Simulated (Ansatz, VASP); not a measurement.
Be3Si in VASP and in Ansatz

```
Be Si
1.0
    -1.70557    1.70557    3.42313
     1.70557   -1.70557    3.42313
     1.70557    1.70557   -3.42313
Be Si
3 1
Direct
  0.75000 0.25000 0.50000
  0.25000 0.75000 0.50000
  0.50000 0.50000 0.00000
  0.00000 0.00000 0.00000
```

Alike in both runs: task single point; functional PBE; k mesh 6 × 6 × 6; no spin polarisation.

```csv
,VASP,Ansatz
version,VASP 6.6.1,Ansatz 0.2.0
potentials or method,"VASP PAW PBE potentials, release 64 (Be, Si)","scalar-relativistic, plane waves, PAW"
plane-wave cutoff (eV),520,420
occupations,"gaussian, width 0.1 eV",gaussian
valence electrons in the cell,10,10
```

VASP gave:

```
gap on the k mesh at the Fermi level (eV)       : none
pressure (GPa)                                  : -1.0
largest component of the traceless stress (GPa) : 1.71
```

Question: What did Ansatz give for the same quantities?

Answer: gap on the k mesh at the Fermi level (eV): none; pressure (GPa): -1.0; largest component of the traceless stress (GPa): 1.72.

A gap of «none» marks a metal or a gap that the smearing closes.

Caveats: the k mesh is coarse (spacing up to 0.43 Å⁻¹), so the values aren't converged.
